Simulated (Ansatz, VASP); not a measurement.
**MgSc2 (Sc-Mg-Sc stack, (100) layers): VASP beside Ansatz**

Wanted: the spread between two codes on one cell, functional and k mesh. The cell is taken from a series of runs on this material, whose earlier steps may have relaxed, scaled, displaced or heated it; both programs get it as it stands.

Program: Ansatz 0.2.0. Level of theory: plane waves, with VASP 6.6.1 beside it; PBEsol. Results are calculated unless marked as measured.

### 1. Starting point

The cell holds 3 atoms: 2 Sc and 1 Mg. Cell: a = 3.058 Å, b = 3.058 Å, c = 32.863 Å, α = 90.0°, β = 90.0°, γ = 90.0°. It derives from MgSc2. Vacuum lies along c.

### 2. Ansatz: zone-centre phonons, PBEsol

Ansatz runs on its default PAW (the set named soft_2) files.

Second derivatives magnify differences that forces hide, and they need a tight electronic threshold.

Input file input.yaml:

```yaml
crystal:
  lattice:
    - [3.0579338885, 0.0, 0.0]
    - [0.0, 3.0579338885, 0.0]
    - [0.0, 0.0, 32.8625553076]
  atoms:
    - { symbol: Sc, position: [0.0, 0.0, 0.1665896694] }
    - { symbol: Mg, position: [0.5, 0.5, 0.2363066392] }
    - { symbol: Sc, position: [0.0, 0.0, 0.306023609] }
  periodic: [true, true, false]
kpoints:
  mp_grid: { grid: [6, 6, 1] }
hamiltonian:
  xc: pbesol
scf:
  occupations: { method: methfessel_paxton, width: 0.2 }
output:
  eigenvalues: true
phonons:
  method: dfpt
  qmesh: [2, 2, 1]
  temperatures: { t_max: 1000, t_step: 50 }
  qpath:
    path: [[0.0, 0.0, 0.0], [0.0, 0.5, 0.0], [0.5, 0.5, 0.0], [0.0, 0.0, 0.0]]
    npoints: 10
```

Run with:

```sh
> ansatz run input.yaml --threads 4 --pin off --max-ram 16384MiB --backend cpu --events-out ev --progress --plain --runs-dir out
```

Numbers of over 12 decimals in the logs are rounded to 6 here.

The log of the run:

```text
Warning: crystal.symmetry: narrowed to the stabiliser of the run's FFT grids — unitary ops 16 → 8. A phonons.method: dfpt run fills in the rows of the dynamical matrix that it does not solve by its symmetry operations, which is exact only for operations that map its FFT grids onto themselves: filled in by any other, the frequencies could depend on the order in which like atoms are typed, or, by more than the grids' own error, on where the crystal sits among the grids' points. Excluded: 8 operations. The run can therefore solve more perturbations, solve them on more k-points, or both, and cost more. [rest of the remark cut]
Engine: ansatz 0.2.0, aarch64-unknown-linux-gnu
Pseudopotentials: kind: paw
Pseudopotential: Sc, paw, valence charge 11, recommended cutoff 420 eV (normal), Sc.paw.azcp
Pseudopotential: Mg, paw, valence charge 10, recommended cutoff 420 eV (normal), Mg.paw.azcp
Functional definition: PBEsol
  exchange = pbesol_x
  correlation = pbesol_c
Crystal: 3 atoms, lattice volume = 307.296 Å³
Basis set: ecut = 420 eV, 5981 PW (Γ), exchange–correlation on 48×48×450 points (8 copies of the dense FFT grid, shifted against one another)
Bands: 20, of which v1, the nominal top of the filled ones, is band 16 counted from 1 (15 counted from 0)
Symmetry: 16 space group operations
k-points: 10 of 36 (irreducible under 8 space group operations)
Non-local potential: Sc, projectors of the file, l = 0: 3, l = 1: 2, l = 2: 3, l = 3: 1
Non-local potential: Mg, projectors of the file, l = 0: 3, l = 1: 2, l = 2: 1
PAW form: soft (Blöchl's): semilocal exchange-correlation on the pseudo side does not see the compensation charge
PAW frozen core: Sc, regenerated for the run's functional, and the local potential with it (the file was generated under x = pbe(κ = 0.804, μ = 0.219515), c = pbe(β = 0.066725))
PAW frozen core: Mg, regenerated for the run's functional, and the local potential with it (the file was generated under x = pbe(κ = 0.804, μ = 0.219515), c = pbe(β = 0.066725))
PAW one-centre angular grid: Sc, 590 points (default); XC on 64 Gauss nodes
PAW one-centre angular grid: Mg, 110 points (default); XC on 64 Gauss nodes
Initial density: superposition of atomic densities (neutral atoms: chi_scale 0, normalization atom), corrected by the library's trained network
Initial wavefunctions: pseudopotential atomic-orbital guess
Functional: x = pbesol(κ = 0.804, μ = 0.123457), c = pbesol(β = 0.046)
SCF iter   1: F=—  HF=-6132.794939 eV  |F-HF|=—  |Δ(HF+E_count)|=         —  Δρ=2.68e-3  dr2=1.36e-1  ethr=1.77e-3  ⟨swp⟩=9.9  Hψ=2795  notcnv=0
automatic band count: the SCF goes on with 24 bands, as 20 were too few: they end inside the smearing window of the response
preconditioner: auto → LDOS  [metal: Δε(μ)=0.103 eV  Ē_g=3.189 eV  σ=0.200 eV  W_gap=0.38  n_scr=18 (ndim 8)  ℏωp=6.0 eV  f_vac=0.705  D(μ)=9.07/eV (n_scr^D=68)  β→1.0]
SCF iter   2: F=—  HF=-6132.781996 eV  |F-HF|=—  |Δ(HF+E_count)|=   1.29e-2  S|Δr|=    0.00e0  Δρ=1.01e-3  dr2=3.30e-3  ethr=4.25e-4  ⟨swp⟩=1.5  Hψ=359  notcnv=0  defer=1
SCF iter   3: F=—  HF=-6132.782781 eV  |F-HF|=—  |Δ(HF+E_count)|=   7.85e-4  S|Δr|=    0.00e0  Δρ=4.27e-4  dr2=1.99e-3  ethr=1.03e-5  ⟨swp⟩=3.4  Hψ=446  notcnv=0  defer=1
SCF iter   4: F=—  HF=-6132.782958 eV  |F-HF|=—  |Δ(HF+E_count)|=   1.76e-4  S|Δr|=    0.00e0  Δρ=2.11e-4  dr2=1.39e-4  ethr=6.23e-6  ⟨swp⟩=2.6  Hψ=341  notcnv=0  defer=1
SCF iter   5: F=—  HF=-6132.782991 eV  |F-HF|=—  |Δ(HF+E_count)|=   3.28e-5  S|Δr|=    0.00e0  Δρ=8.89e-5  dr2=4.37e-5  ethr=4.35e-7  ⟨swp⟩=3.1  Hψ=382  notcnv=0  defer=1
SCF iter   6: F=—  HF=-6132.783047 eV  |F-HF|=—  |Δ(HF+E_count)|=   5.68e-5  S|Δr|=    0.00e0  Δρ=4.24e-5  dr2=1.18e-5  ethr=1.37e-7  ⟨swp⟩=2.8  Hψ=357  notcnv=0  defer=1
SCF iter   7: F=—  HF=-6132.783059 eV  |F-HF|=—  |Δ(HF+E_count)|=   1.18e-5  S|Δr|=    0.00e0  Δρ=1.38e-5  dr2=1.22e-6  ethr=3.69e-8  ⟨swp⟩=2.3  Hψ=286  notcnv=0  defer=1
SCF iter   8: F=—  HF=-6132.783052 eV  |F-HF|=—  |Δ(HF+E_count)|=   7.26e-6  S|Δr|=    0.00e0  Δρ=4.61e-6  dr2=1.11e-7  ethr=3.80e-9  ⟨swp⟩=2.9  Hψ=351  notcnv=0  defer=1
SCF iter   9: F=—  HF=-6132.783052 eV  |F-HF|=—  |Δ(HF+E_count)|=   7.92e-8  S|Δr|=    0.00e0  Δρ=2.30e-6  dr2=3.05e-8  ethr=3.46e-10  ⟨swp⟩=3.0  Hψ=462  notcnv=0  defer=1
SCF iter  10: F=—  HF=-6132.783052 eV  |F-HF|=—  |Δ(HF+E_count)|=   3.51e-8  S|Δr|=    0.00e0  Δρ=7.37e-7  dr2=1.19e-9  ethr=9.54e-11  ⟨swp⟩=2.9  Hψ=369  notcnv=0  defer=1
SCF iter  11: F=—  HF=-6132.783052 eV  |F-HF|=—  |Δ(HF+E_count)|=   1.96e-8  S|Δr|=    0.00e0  Δρ=1.71e-7  dr2=1.42e-10  ethr=3.73e-12  ⟨swp⟩=3.4  Hψ=436  notcnv=0  defer=1
SCF iter  12: F=—  HF=-6132.783052 eV  |F-HF|=—  |Δ(HF+E_count)|=  7.12e-10  S|Δr|=    0.00e0  Δρ=5.95e-8  dr2=1.96e-11  ethr=1.00e-12  ⟨swp⟩=2.2  Hψ=311  notcnv=0  defer=1
SCF iter  13: F=-6132.783052 eV  HF=-6132.783052 eV  |F-HF|=3.18e-10  |Δ(HF+E_count)|=  5.03e-10  S|Δr|=    0.00e0  Δρ=2.64e-8  dr2=5.74e-12  ethr=1.00e-12  ⟨swp⟩=14.5  Hψ=1352  notcnv=0
SCF 1 converged in 13 iterations: F = -6132.783052 eV  dr2 = 5.74e-12
  greatest PAW one-centre occupation: 1.000 electrons in one spin orbital (limit 2), on the Mg atom at site 1 (counted from 0), in its partial waves of l = 0
phonons: the bands overlap, so this run is a metal and interpolates without the dipole-dipole term. If the crystal is really an insulator or semiconductor, its LO-TO splitting is missing
NSCF: frozen V_eff on 10 k-points
NSCF: frozen V_eff on 16 k-points
DFPT response loops at q = (0, 0, 0) (fractional): preconditioner auto → none (partly filled bands, converged f_vac=0.706); β = 0.50; Broyden in place of MSR1
NSCF: frozen V_eff on 32 k-points
DFPT response loops at q = (0, -0.5, 0) (fractional): mixed as the last ones told, above
NSCF: frozen V_eff on 32 k-points
DFPT response loops at q = (-0.5, -0.5, 0) (fractional): mixed as the last ones told, above
SCF converged after 13 iterations
Stability not checked: this state was not tested for a lower state beside it, because cold or Methfessel-Paxton smearing, or corrected tetrahedra, fill the levels in a way that the test cannot read (fill_not_monotonic; see scf.lower_state_search)
Free energy (F): -6132.783052 eV
Harris-Foulkes:  -6132.783052 eV  (|F-HF|=3.18e-10)
Internal energy: -6132.744912 eV  (E = F + TS)
E sigma→0 (E₀):  -6132.773517 eV
Entropy (-TS):   -0.038140 eV (-12.713 meV/atom)
Fermi energy:    -3.515444 eV
--- Per-component energies (eV) ---
  E_band       = -1061.635423
  E_kinetic    = 595.300577
  E_local      = -62428.111620  (includes V_loc(G=0)·N_el)
  E_nonlocal   = 267.617488
  E_hartree    = 30526.759832
  E_xc         = -232.951952
  E_vxc        = -291.099238  (∫ρ·V_xc dr)
  E_paw        = -2145.616329  (= ΣΔE_a)
  E_vpaw       = -258.862743  (= ΣTr[D̂ρ^β])
  E_aug_tail   = 0.000017  (compensation charges beyond the density's cutoff)
  E_ewald      = 27283.940164
  E_core_change = 0.316912  (= ΣΔE_core)
  E_smearing   = -0.038140  (= −TS)
  E_closure    = 0.000000  (closes the sum)
  Σ components = -6132.783052   (vs F -6132.783052, Δ=0.00e0)
--- Band table (eV; the first three rows and the last of 10) ---
  k-point 0: bands = [... 12 lower, -9.2200, -7.3404, -5.6438, -3.7417, -3.6983, -3.4928, -3.3679, -2.5759, ... 4 higher]
  k-point 1: bands = [... 12 lower, -8.7666, -6.8143, -5.2443, -3.5184, -3.4635, -3.4558, -3.2242, -2.5304, ... 4 higher]
  k-point 2: bands = [... 12 lower, -7.5066, -5.4651, -4.4771, -3.7318, -3.6224, -3.1552, -3.0859, -2.1097, ... 4 higher]
  k-point 9: bands = [... 12 lower, -4.9559, -4.7846, -3.7066, -3.7066, -2.9148, -2.9148, -2.4394, -1.2488, ... 4 higher]
  ° read free of the cell's end (the report's vacuum.weakly_bound_levels)
--- Phonons (Γ-DFPT): 6 representative perturbations + reference (Σ response iterations 28) ---
  ASR residual: 5.339e-5 → 0.000e0 eV/Å²; symmetrization residual: 1.337e-5 eV/Å²
  The last average, over the group as it would stand without the narrowing to the FFT grids, took up to 4.464e-6 eV/Å² of the zone centre's force constants
  ASR residual per site (eV/Å²): 1.79e-5 5.34e-5 2.68e-5
  Γ frequencies (cm⁻¹): 0.00 0.00 0.00 81.47 81.47 96.62 194.57 194.57 238.85
--- Phonons (arbitrary-q DFPT): 3 irreducible q on the 2×2×1 mesh ---
  q = [0.0000, 0.0000, 0.0000] (star 1, of the zone-centre solve; hermiticity 6.66e-6, symmetrization 1.47e-12, taken by the last average 1.11e-6): -0.00 -0.00 0.00 81.47 81.47 96.62 194.57 194.57 238.85
  q = [0.0000, -0.5000, 0.0000] (star 2, 9 solved perturbations on 16 of 36 k-point pairs; hermiticity 2.16e-6, symmetrization 1.55e-8, taken by the last average 9.38e-7): -72.50 29.65 54.44 69.54 140.84 141.96 159.77 225.61 259.10
  q = [-0.5000, -0.5000, 0.0000] (star 1, 6 solved perturbations in 78 linear systems a pass and spin channel, the states on 16 of 36 k-point pairs; hermiticity 1.14e-6, symmetrization 6.22e-9, taken by the last average 5.23e-7): -42.48 104.25 222.30 222.30 225.62 226.61 226.61 259.36 259.36
  sum rule: each row above includes the acoustic sum rule's correction from the zone centre's row sums; it moved no ω² by more than (0.77 cm⁻¹)²
  mesh force constants: q→R imaginary residual 9.01e-18; ASR residual 5.339e-5 → 0.000e0 eV/Å²; symmetrization residual 1.332e-15 eV/Å²
  interpolated dispersion: 31 rows × 9 modes
  density of states and harmonic sums: on the 20×20×1 q-mesh, interpolated from the force constants of a 2×2×1 supercell (no non-analytic term)
  largest difference from the sums on the solved wave vectors: F 2.56e-1 eV, S 3.60e-4 and C_V 1.04e-4 eV/K
  zero-point energy: 0.078657 eV/cell   skipped modes (ω ≤ 0): 26, of them read as no rigid motion or as one in doubt: 23 (2.875e-1 modes/cell left out, lowest -72.50 cm⁻¹)   left out of the sums: 3.28e-2 of the cell's modes: C_V's classical limit lies that fraction below 3 k_B per atom; for a crystal, a wire or a layer, F and S can be off by more, and a phonons.interpolated_qmesh denser along its periods is the remedy for the sampling
```

(Part 1 of 2 ends here.)

[Lines on the potential files, build, host, timing and source positions are cut from VASP's logs without a mark.]

[Logs are printed without paths, hosts, clocks, repeated set-up lines and the standing remarks that a program may print on its own settings, such as how far it seeks lower states.]

[Hosts, paths, dates, database ids (printed as entryN), source tags and the programs' standing remarks are cut or masked in the printed files.]
